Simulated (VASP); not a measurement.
Input:

```
BN
1.0
    1.27746    -2.21263     0.00000
    1.27746     2.21263     0.00000
    0.00000     0.00000     4.22550
B N
2 2
Cartesian
  1.27746  -0.73754   2.11375
  1.27746   0.73754   0.00100
  1.27746  -0.73754   3.69631
  1.27746   0.73754   1.58356
```

Calculation: PBE GGA, VASP's PBE PAW potentials (set 64) (plane waves; VASP). Settings: 600 eV cut-off, 12×12×6 Γ-centred mesh, Gaussian smearing of 0.050 eV, potentials B N.

Each relaxation starts from this cell; other phases were not tried.

**Question.** The cell is relaxed at 1 GPa. What happens?

**Answer.** The volume per atom goes from 5.97 to 5.95 Å³ (-0.3 %), and the cell becomes a = b = 2.5522 Å, c = 4.2206 Å, α = β = 90.00°, γ = 120.00°, space group P6_3mc. The gap on the mesh goes from 5.20 to 5.21 eV.

**Question.** The cell is relaxed at 15 GPa. What happens?

**Answer.** The volume per atom goes from 5.97 to 5.75 Å³ (-3.7 %), and the cell becomes a = b = 2.5226 Å, c = 4.1726 Å, α = β = 90.00°, γ = 120.00°, space group P6_3mc. The gap on the mesh goes from 5.20 to 5.13 eV.

Failed runs are left out, and for metals the shear rows, which the mesh's noise covers.

The compound is BN in the wurtzite structure, a metastable high-pressure form.
